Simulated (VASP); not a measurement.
Output of a VASP run:

**OSZICAR**
```
       N       E                     dE             d eps       ncg     rms          rms(c)
DAV:   1     0.348323096116E+01    0.34832E+01   -0.43364E+03 13616   0.711E+02
DAV:   2    -0.137045076927E+02   -0.17188E+02   -0.16437E+02 12736   0.111E+02
DAV:   3    -0.138883174805E+02   -0.18381E+00   -0.18381E+00 14336   0.122E+01
DAV:   4    -0.138885480388E+02   -0.23056E-03   -0.23056E-03 14112   0.389E-01
DAV:   5    -0.138885481678E+02   -0.12898E-06   -0.12898E-06 14648   0.667E-03    0.656E+00
DAV:   6    -0.125687125510E+02    0.13198E+01   -0.82417E+00 10656   0.198E+01    0.222E+00
DAV:   7    -0.125419917659E+02    0.26721E-01   -0.30258E-02 11440   0.210E+00    0.129E+00
DAV:   8    -0.125279293658E+02    0.14062E-01   -0.18795E-02 10744   0.207E+00    0.132E-01
DAV:   9    -0.125278692150E+02    0.60151E-04   -0.18742E-04 17072   0.122E-01    0.788E-02
DAV:  10    -0.125279067953E+02   -0.37580E-04   -0.79285E-05 10888   0.871E-02    0.384E-03
DAV:  11    -0.125279065474E+02    0.24789E-06   -0.14866E-06 13240   0.110E-02
   1 F= -.12527907E+02 E0= -.12527907E+02  d E =-.272827E-58
```

### OUTCAR
```
------------------------ aborting loop because EDIFF is reached ----------------------------------------
  FORCE on cell =-STRESS in cart. coord.  units (eV):
  Direction    XX          YY          ZZ          XY          YZ          ZX
  --------------------------------------------------------------------------------------
  Total       -0.3905142     -0.3994828     -0.3809510      0.0007194     -0.0009712      0.0025161
  in kB      -33.9251775    -34.7043090    -33.0943894      0.0624942     -0.0843687      0.2185844
  external PRESSURE =     -33.9079586 kB  Pullay stress =       0.0000000 kB
  volume of cell :       18.44
      direct lattice vectors                 reciprocal lattice vectors
     0.000000000  2.097000000  2.097000000    -0.238435861  0.238435861  0.238435861
     2.097000000  0.000000000  2.097000000     0.238435861 -0.238435861  0.238435861
     2.097000000  2.097000000  0.000000000     0.238435861  0.238435861 -0.238435861
  FREE ENERGIE OF THE ION-ELECTRON SYSTEM (eV)
  ---------------------------------------------------
  free  energy   TOTEN  =       -12.5279065474 eV

  energy  without entropy=      -12.5279065474  energy(sigma->0) =      -12.52790655
```
(Selected blocks of OUTCAR.)

POSCAR:
```
MgO
1
    0.0000000000     2.0970000000     2.0970000000
    2.0970000000     0.0000000000     2.0970000000
    2.0970000000     2.0970000000     0.0000000000
Mg O
1 1
Direct
  0.0051420000  -0.0000180000  -0.0036960000
  0.4948580000   0.5000180000   0.5036960000
```

### Question
Reconstruct the remaining input files.

### Answer
This is not unique; one that fits is the input of the run itself, PBEsol GGA, plane waves, VASP's PBE PAW potentials (set 64).

**INCAR**
```
ISMEAR = 0   # Gaussian
ALGO = Normal   # blocked Davidson
EDIFF = 1E-6   # SCF stop (eV)
SIGMA = 0.01   # width (eV)
LREAL = F   # projection in real space or not
NELM = 100
LASPH = T
PREC = Accurate
LCHARG = F
GGA = PS
ISIF = 2   # forces and stress, cell fixed
ENCUT = 400   # plane-wave cut-off (eV)
SYSTEM = MgO
LWAVE = F
```

File KPOINTS:
```
K-points
0
Gamma
 11 11 11
0 0 0
```

POTCAR, in this order: Mg O (PBE.64 set). Program: vasp_std.

At this cut-off the stress carries a Pulay error, which pulls relaxed volumes low.

The structure comes from a computed database's MgO entry; how it stands against other phases isn't given here. The cell was not relaxed at this level, atoms are displaced from their ideal sites. The run is one of a series of settings (GGA = PS against the base run), some of them coarse on purpose.
